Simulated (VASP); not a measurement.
Shape and ions are relaxed at each volume.

Given:

```
MnF2
1.0
    4.87200     0.00000     0.00000
    0.00000     4.87200     0.00000
    0.00000     0.00000     3.30939
Mn F
2 4
Direct
  0.00000   0.00000   0.00000
  0.50000   0.50000   0.50000
  0.30308   0.30308   0.00000
  0.80308   0.19692   0.50000
  0.19692   0.80308   0.50000
  0.69692   0.69692   0.00000
```
Starting moments (μB, in the order of the record's atoms Mn Mn F F F F): 4.5 -4.5 0.0 0.0 0.0 0.0.

Level of theory: optB86b-vdW, VASP's PBE PAW potentials (set 64) (plane waves; VASP). Numerical set-up: 520 eV cut-off, 5×5×7 Γ-centred mesh, Gaussian smearing of 0.050 eV, potentials Mn_pv F.

Give the energy at these volumes per atom, relative to the lowest: 12.25, 12.64, 13.03, 13.42, 13.82 Å³.

17.4, 4.6, 0.0, 2.2, 10.2 meV/atom. A third-order Birch-Murnaghan fit gives B0 = 91.5 GPa and B0′ = 4.8.

The compound is MnF2 in the rutile structure. It was relaxed first.
